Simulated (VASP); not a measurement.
An input for Ansatz (written as the equivalent of a VASP run, and not itself run):

Ansatz 0.2 input:
```yaml
crystal:
  lattice:
    - [-2.4479787, 2.4479787, 2.4479787]
    - [2.4479787, -2.4479787, 2.4479787]
    - [2.4479787, 2.4479787, -2.4479787]
  atoms:
    - { symbol: Ba, position: [0.0000000, 0.0000000, 0.0000000] }
kpoints:
  mp_grid: { grid: [10, 10, 10] }
hamiltonian:
  xc: pbesol
  pseudopotentials: { kind: paw }
scf:
  occupations: { method: methfessel_paxton, width: 0.1 }
  max_iter: 100
relax:
  max_steps: 60
  f_tol: 0.01
  cell: {}
output: { forces: true, stress: true, eigenvalues: true }
```

Write the VASP files for the same calculation (PBEsol).

One answer among several that fit: 
**INCAR**
```
ALGO = Normal
EDIFF = 1E-6
EDIFFG = -0.01
ENCUT = 480
GGA = PS
IBRION = 2
ISIF = 3
ISMEAR = 1
LASPH = .TRUE.
LCHARG = .FALSE.
LMAXMIX = 4
LREAL = .FALSE.
LWAVE = .FALSE.
NELM = 100
NSW = 60
PREC = Accurate
SIGMA = 0.1
SYSTEM = Ba
```

File KPOINTS:
```
Automatic mesh
0
Gamma
10 10 10
0 0 0
```

### POSCAR
```
Ba
1.0
 -2.4479786679   2.4479786679   2.4479786679
  2.4479786679  -2.4479786679   2.4479786679
  2.4479786679   2.4479786679  -2.4479786679
Ba
1
Cartesian
  0.0000000000   0.0000000000   0.0000000000
```

POTCAR, in this order: Ba_sv (PBE.64 set). Program: vasp_std.

What does not carry over: each code has its own PAW files, so the cut-off isn't converted (ENCUT is set for VASP's; basis.ecutwfc is left out, and Ansatz then takes the one that its files recommend); Ansatz stops its SCF on the density residual and VASP on the energy change (EDIFF).

The compound is Ba in the bcc structure. It was relaxed first, which changed the volume by -7 %. The start is the result of an earlier pass.
